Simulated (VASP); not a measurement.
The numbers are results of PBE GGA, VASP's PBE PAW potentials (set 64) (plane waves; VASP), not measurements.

VASP input:

### POSCAR
```
MnF2
1.0
  4.9157068169   0.0000000000   0.0000000000
  0.0000000000   4.9157068169   0.0000000000
  0.0000000000   0.0000000000   3.3432914761
Mn F
2 4
Direct
  0.0000000000   0.0000000000   0.0000000000
  0.5000000000   0.5000000000   0.5000000000
  0.3044281284   0.3044281284   0.0000000000
  0.8044281284   0.1955718716   0.5000000000
  0.1955718716   0.8044281284   0.5000000000
  0.6955718716   0.6955718716   0.0000000000
```

### INCAR
```
SYSTEM = MnF2
PREC = Accurate
ENCUT = 520
EDIFF = 1E-6
NELM = 100
ALGO = Normal
LREAL = .FALSE.
LASPH = .TRUE.
ISMEAR = 0
SIGMA = 0.05
GGA = PE
LMAXMIX = 4
ISPIN = 2
MAGMOM = 5.0 -5.0 0.0 0.0 0.0 0.0
LORBIT = 10
LWAVE = .FALSE.
LCHARG = .FALSE.
IBRION = 2
ISIF = 3
NSW = 60
EDIFFG = -0.02
```

KPOINTS:
```
Automatic mesh
0
Gamma
4 4 6
0 0 0
```

POTCAR, in this order: Mn_pv F (PBE.64 set). Program: vasp_std.

Q: What will the output report for the number of irreducible k-points (NKPTS), largest plane-wave count, number of space-group operations, FFT grid (NGX, NGY, NGZ)?

A: 
The number of irreducible k-points (NKPTS) is 24 and the largest plane-wave count is 2200. The number of space-group operations comes out as 16. The FFT grid (NGX, NGY, NGZ) is 40 × 40 × 28.

The compound is MnF2 in the rutile structure. This run relaxes it. Symmetry was kept, so distortions that lower it aren't found. The start is the result of an earlier pass.
